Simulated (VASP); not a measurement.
Calculation: PBEsol GGA, VASP's PBE PAW potentials (set 64) (plane waves; VASP).

Input for VASP

**INCAR**
```
SYSTEM = Hg4Pt
PREC = Accurate
ENCUT = 480
EDIFF = 1E-7
NELM = 100
ALGO = Normal
LREAL = .FALSE.
LASPH = .TRUE.
ISMEAR = 1
SIGMA = 0.1
GGA = PS
LMAXMIX = 6
LWAVE = .FALSE.
LCHARG = .FALSE.
ISIF = 2
IBRION = 2
NSW = 30
EDIFFG = -0.01
```

**KPOINTS**
```
Automatic mesh
0
Gamma
6 6 6
0 0 0
```

### POSCAR
```
Hg4Pt
1.0
 -3.1187597760   3.1811349715   3.1811349715
  3.1187597760  -3.1811349715   3.1811349715
  3.1187597760   3.1811349715  -3.1811349715
Hg Pt
4 1
Cartesian
  1.5593798880   1.5905674858  -1.5905674858
  1.5593798880  -1.5905674858   1.5905674858
  1.5593798880   1.5905674858   1.5905674858
 -1.5593798880   1.5905674858   1.5905674858
  0.0000000000   0.0000000000   0.0000000000
```

POTCAR, in this order: Hg Pt (PBE.64 set). Program: vasp_std.

Output

OUTCAR:
```
 ion  position               nearest neighbor table
   1  0.000  0.000  0.500-   5 2.74   5 2.74   2 3.12   2 3.12   4 3.18   3 3.18   4 3.18   3 3.18
  LATTYP: Found a body centered tetragonal cell.
 ALAT       =     6.3622699430
 C/A-ratio  =     0.9803921569
 Subroutine PRICEL returns:
 Original cell was already a primitive cell.
 Subroutine GETGRP returns: Found 16 space group operations
The static configuration has the point symmetry D_4h.
The dynamic configuration has the point symmetry D_4h.
 Subroutine INISYM returns: Found 16 space group operations
 Subroutine IBZKPT returns following result:
 Found     30 irreducible k-points:

 Following reciprocal coordinates:
            Coordinates               Weight
  0.000000  0.000000  0.000000      1.000000
  0.166667  0.000000  0.000000      4.000000
  0.333333  0.000000  0.000000      4.000000
  0.500000  0.000000  0.000000      2.000000
  0.000000  0.166667 -0.000000      8.000000
  0.166667  0.166667  0.000000     16.000000
  0.333333  0.166667  0.000000     16.000000
  0.000000  0.333333 -0.000000      8.000000
  0.166667  0.333333 -0.000000     16.000000
  0.333333  0.333333 -0.000000      8.000000
 -0.166667  0.333333 -0.000000      8.000000
  0.000000  0.500000  0.000000      4.000000
  0.166667  0.500000  0.000000     16.000000
  0.166667  0.166667  0.166667      8.000000
  0.333333  0.166667  0.166667      4.000000
 -0.166667  0.166667  0.166667      2.000000
  0.166667  0.333333  0.166667      8.000000
 -0.333333  0.333333  0.166667      8.000000
  0.500000  0.500000  0.166667      8.000000
 -0.333333  0.500000  0.166667      8.000000
  0.333333 -0.333333  0.166667      8.000000
  0.500000 -0.333333  0.166667     16.000000
  0.166667 -0.166667  0.166667      4.000000
  0.333333 -0.166667  0.166667      8.000000
  0.500000 -0.166667  0.166667      4.000000
 -0.333333  0.333333  0.333333      2.000000
  0.500000  0.500000  0.333333      8.000000
  0.333333 -0.333333  0.333333      4.000000
  0.500000 -0.333333  0.333333      4.000000
  0.500000  0.500000  0.500000      1.000000
   k-points           NKPTS =     30   k-points in BZ     NKDIM =     30   number of bands    NBANDS=     34
   number of dos      NEDOS =    301   number of ions     NIONS =      5
   total plane-waves  NPLWV =  64000
   dimension x,y,z NGX =    40 NGY =   40 NGZ =   40
   dimension x,y,z NGXF=    80 NGYF=   80 NGZF=   80
   ions per type =               4   1
   PREC   = accura    normal or accurate (medium, high low for compatibility)
   ISTART =      0    job   : 0-new  1-cont  2-samecut
   ICHARG =      2    charge: 1-file 2-atom 10-const
   ISPIN  =      1    spin polarized calculation?
   LNONCOLLINEAR =      F non collinear calculations
   LSORBIT =      F    spin-orbit coupling
   INIWAV =      1    electr: 0-lowe 1-rand  2-diag
   ENCUT  =  480.0 eV  35.28 Ry    5.94 a.u.   9.78  9.78  9.78*2*pi/ulx,y,z
   NELM   =    100;   NELMIN=  2; NELMDL= -5     # of ELM steps
   EDIFF  = 0.1E-06   stopping-criterion for ELM
   LREAL  =      F    real-space projection
   NLSPLINE    = F    spline interpolate recip. space projectors
   LMAXMIX     =    6 max onsite mixed and CHGCAR
   VOSKOWN=      0    Vosko Wilk Nusair interpolation
   EDIFFG = -.1E-01   stopping-criterion for IOM
   NSW    =     30    number of steps for IOM
   NBLOCK =      1;   KBLOCK =     30    inner block; outer block
   IBRION =      2    ionic relax: 0-MD 1-quasi-New 2-CG
   NFREE  =      1    steps in history (QN), initial steepest desc. (CG)
   ISIF   =      2    stress and relaxation
   ISYM   =      2    0-nonsym 1-usesym 2-fastsym
   TEIN   =    0.0    initial temperature
   TEBEG  =    0.0;   TEEND  =   0.0 temperature during run
...
```

**OSZICAR**
```
       N       E                     dE             d eps       ncg     rms          rms(c)
DAV:   1     0.445564583164E+03    0.44556E+03   -0.28151E+04  2040   0.152E+03
DAV:   2     0.862079821041E+01   -0.43694E+03   -0.42513E+03  2140   0.398E+02
DAV:   3    -0.102086505883E+02   -0.18829E+02   -0.18453E+02  2346   0.826E+01
DAV:   4    -0.104582461351E+02   -0.24960E+00   -0.24876E+00  2172   0.728E+00
DAV:   5    -0.104602955700E+02   -0.20494E-02   -0.20490E-02  2262   0.722E-01    0.121E+01
DAV:   6    -0.988943942840E+01    0.57086E+00   -0.11554E+00  2120   0.917E+00    0.811E+00
DAV:   7    -0.977448799668E+01    0.11495E+00   -0.38673E-01  2176   0.397E+00    0.280E+00
DAV:   8    -0.977001321723E+01    0.44748E-02   -0.42839E-02  2270   0.182E+00    0.345E-01
DAV:   9    -0.976993846615E+01    0.74751E-04   -0.17371E-03  2242   0.298E-01    0.167E-01
DAV:  10    -0.976993961850E+01   -0.11524E-05   -0.26466E-04  2118   0.100E-01    0.553E-02
DAV:  11    -0.976994185453E+01   -0.22360E-05   -0.44206E-05  2164   0.643E-02    0.141E-02
DAV:  12    -0.976994210455E+01   -0.25002E-06   -0.23259E-06  2182   0.876E-03    0.406E-03
DAV:  13    -0.976994262603E+01   -0.52148E-06   -0.45371E-07  2098   0.433E-03    0.146E-03
DAV:  14    -0.976994260554E+01    0.20495E-07   -0.50090E-08  1134   0.180E-03
   1 F= -.97699426E+01 E0= -.97691523E+01  d E =-.976994E+01
```

**OUTCAR**
```
------------------------ aborting loop because EDIFF is reached ----------------------------------------
  FORCE on cell =-STRESS in cart. coord.  units (eV):
  Direction    XX          YY          ZZ          XY          YZ          ZX
  --------------------------------------------------------------------------------------
  Total       -1.8812458     -2.3799620     -2.3799620      0.0000000      0.0000000     -0.0000000
  in kB      -23.8753650    -30.2046974    -30.2046974      0.0000000      0.0000000     -0.0000000
  external PRESSURE =     -28.0949199 kB  Pullay stress =       0.0000000 kB
  volume of cell :      126.24
      direct lattice vectors                 reciprocal lattice vectors
    -3.118759776  3.181134972  3.181134972     0.000000000  0.157176607  0.157176607
     3.118759776 -3.181134972  3.181134972     0.160320139  0.000000000  0.157176607
     3.118759776  3.181134972 -3.181134972     0.160320139  0.157176607  0.000000000
 POSITION                                       TOTAL-FORCE (eV/Angst)
 -----------------------------------------------------------------------------------
      1.55938      1.59057     -1.59057         0.000000     -0.000000     -0.000000
      1.55938     -1.59057      1.59057        -0.000000      0.000000      0.000000
      1.55938      1.59057      1.59057         0.000000      0.000000     -0.000000
     -1.55938      1.59057      1.59057        -0.000000      0.000000     -0.000000
      0.00000      0.00000      0.00000        -0.000000      0.000000     -0.000000
 -----------------------------------------------------------------------------------
    total drift:                                0.000000     -0.000000      0.000000
  FREE ENERGIE OF THE ION-ELECTRON SYSTEM (eV)
  ---------------------------------------------------
  free  energy   TOTEN  =        -9.7699426055 eV

  energy  without entropy=       -9.7675718232  energy(sigma->0) =       -9.76915234

 reached required accuracy - stopping structural energy minimisation
```
(Selected blocks of OUTCAR.)

The structure comes from a computed database's Hg4Pt entry (Im-3m); how it stands against other phases isn't given here. This cell was strained or had an atom moved on purpose.
